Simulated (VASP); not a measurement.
An input for Quantum ESPRESSO's pw.x (written as the equivalent of a VASP run, and not itself run):

```
&CONTROL
  calculation = 'scf'
  pseudo_dir = './pseudo'
  outdir = './out'
  tprnfor = .true.
  tstress = .true.
/
&SYSTEM
  ibrav = 0
  nat = 5
  ntyp = 2
  ecutwfc = 110
  occupations = 'tetrahedra'
  input_dft = 'pbe'
/
&ELECTRONS
  conv_thr = 7.3e-09
  electron_maxstep = 100
/
ATOMIC_SPECIES
  La 138.905 La.upf
  O 15.999 O.upf
CELL_PARAMETERS angstrom
     1.9697191   -3.4116534    0.0000000
     1.9697191    3.4116534    0.0000000
     0.0000000    0.0000000    6.1798730
ATOMIC_POSITIONS crystal
  La   0.3333330  0.6666670  0.2471798
  La   0.6666670  0.3333330  0.7528202
  O    0.0000000  0.0000000  0.0000000
  O    0.3333330  0.6666670  0.6458736
  O    0.6666670  0.3333330  0.3541264
K_POINTS automatic
  7 7 4 0 0 0
```

**Question.** Translate this input to VASP (INCAR, KPOINTS, POSCAR, choice of POTCAR).

**Answer.** This is not unique; one that fits is 
### KPOINTS
```
Automatic mesh
0
Gamma
7 7 4
0 0 0
```

### INCAR
```
ALGO  =  Normal
EDIFF  =  1E-7
ENCUT  =  520
GGA  =  PE
ISIF  =  2
ISMEAR  =  -5
LASPH  =  .TRUE.
LCHARG  =  .TRUE.
LEFG  =  .TRUE.
LMAXMIX  =  6
LORBIT  =  11
LREAL  =  .FALSE.
LWAVE  =  .FALSE.
NEDOS  =  601
NELM  =  100
PREC  =  Accurate
SYSTEM  =  La2O3
```

**POSCAR**
```
La2O3
1.0
  1.9697190509  -3.4116533820   0.0000000000
  1.9697190509   3.4116533820   0.0000000000
  0.0000000000   0.0000000000   6.1798729714
La O
2 3
Cartesian
  1.9697190509   1.1372200684   1.5275394901
  1.9697190509  -1.1372200684   4.6523334813
  0.0000000000   0.0000000000   0.0000000000
  1.9697190509   1.1372200684   3.9914166021
  1.9697190509  -1.1372200684   2.1884563693
```

POTCAR, in this order: La O (PBE.64 set). Program: vasp_std.

Limits of the translation: the potentials are each code's own (VASP's PAW set, PseudoDojo norm-conserving files in pw.x), so ENCUT and ecutwfc are chosen apart and not converted; conv_thr bounds pw.x's estimated SCF error, while EDIFF bounds the energy change between steps; the field gradients of LEFG aren't asked of the other code.

The compound is La2O3 in the a-type structure. It was relaxed first.
